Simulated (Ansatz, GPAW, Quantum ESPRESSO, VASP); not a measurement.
IrRh3 (I4/mmm, 4 atoms in the cell) computed with different codes at matched settings

Self-consistent single point, at a second geometry (lattice scaled by 0.98). First geometry:

```xyz
4
Lattice="-1.9068 1.9068 3.8195 1.9068 -1.9068 3.8195 1.9068 1.9068 -3.8195" Properties=species:S:1:pos:R:3 pbc="T T T"
Ir     0.0000     0.0000     0.0000
Rh     0.0000     1.9068     1.9097
Rh     1.9068     0.0000     1.9097
Rh     0.0000     0.0000     3.8195
```

Shared settings, as Ansatz (an electronic-structure program) writes them: kpoints.mp_grid.grid = 10 10 10; scf.occupations.method = gaussian; scf.occupations.width = 0.136 eV. Potentials and cutoffs stand in the table.

| code | model | ΔF from the first geometry (meV/atom) | pressure (GPa) | cutoff |
|---|---|---|---|---|
| Quantum ESPRESSO | LDA (PZ), GBRV 1.5 ultrasoft (LDA) pseudopotentials | -7.5 | 7.24 | 40 Ry |
| GPAW | LDA (Perdew-Wang 92), GPAW PAW datasets LDA (gpaw-data 1.0.1) | -8.6 | 8.67 | 550 eV |
| VASP | LDA (PZ), VASP's LDA PAW potentials (set 64) | -6.4 | 8.87 | 300 eV |
| Ansatz | LDA (PW92), PAW files made with PBE | -12.5 | 8.02 | default |

For Quantum ESPRESSO (by 1.9 GPa) and VASP (by 0.5 GPa) the energy change implies a higher mean pressure, against the two pressures, than for the other programs: a sign of finite-basis (Pulay) stress.

On Ansatz's run: spin-orbit coupling is off. Spin polarisation is off.

The spread over the programs that give each value: ΔF from the first geometry within 6.1 meV/atom; pressure within 1.63 GPa.

Ansatz's pressure is given at a fixed set of plane waves, as the other plane-wave codes print theirs; with its correction for the finite basis it is 8.11 GPa. The same LDA comes in different parametrisations, which differ slightly. In the pressure, Quantum ESPRESSO (by 1.10) lies more than 1 GPa from the median of the plane-wave programs.

VASP's run is marked for a possible Pulay error in its stress at this cutoff; no cutoff test was made.

The starting cell comes from a database of computed structures (which also holds hypothetical and non-ambient phases and stackings), without a prior relaxation at this level. For this run, on top of that: lattice scaled by 0.98.

Left out of this page: Elk, FLEUR and SIESTA (not drawn, or without a comparable value).

Keys are those of Ansatz 0.2.
